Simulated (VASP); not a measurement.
Here is a VASP 6.6.1 calculation.

INCAR

```
PREC = Accurate ; ENCUT = 520
EDIFF = 1E-7 ; ISMEAR = 0
SIGMA = 0.1 ; LREAL = False
LASPH = True ; NELM = 120
ALGO = Normal ; ISIF = 3
LWAVE = False ; LCHARG = False
GGA = PE ; IBRION = 2
NSW = 60 ; EDIFFG = -0.005
POTIM = 0.3 ; KPAR = 8
```

File KPOINTS:

```
Automatic mesh
0
Gamma
  8 8 2
```

POSCAR

```
Al4B3P                                  
1.0
    2.6247483446     -1.5159157198     -0.0001679126
    2.6247483446      1.5159157198     -0.0001679126
   -0.0042301903      0.0000000000     23.8407778054
  Al              B               P             
     8     6     2
Direct
     0.3157881871149408    0.3476196819423114    0.8642313425409780
     0.9893562389823988    0.0151413260562834    0.2929736176543181
     0.9848586739437166    0.0106437610176015    0.7070263823456820
     0.9899963503876850    0.0118590264957073    0.4308152144969656
     0.9881409735042928    0.0100036496123149    0.5691847855030349
     0.6523803180576890    0.6842118128850591    0.1357686574590221
     0.6492836115857191    0.6831386572041593    0.9549091395713192
     0.3168613427958404    0.3507163884142808    0.0450908604286806
     0.3236250297492566    0.3465927124540094    0.3630350694698918
     0.6569833497138713    0.6799465924344764    0.3606359147874141
     0.6534072875459908    0.6763749702507431    0.6369649305301079
     0.3200534075655237    0.3430166502861289    0.6393640852125860
     0.6557410032988410    0.6776150147575418    0.4992938914743074
     0.3223849852424581    0.3442589967011588    0.5007061085256926
     0.6502567691653752    0.6781425386535965    0.7830891375155747
     0.3218574613464035    0.3497432308346248    0.2169108624844252
```

Potentials or basis: VASP PAW PBE potentials, release 64 (Al, B, P).

Launch:

```sh
$ cat potpaw_PBE.64/Al/POTCAR potpaw_PBE.64/B/POTCAR potpaw_PBE.64/P/POTCAR > POTCAR
$ mpirun -np 8 vasp_std > vasp.out
```

(1) Predict the space group after relaxing (to 0.05 Å).

(2) Estimate the band gap on the k mesh.

Results:

(1) P-3m1 (No. 164).

(2) none (metal or under the smearing width).
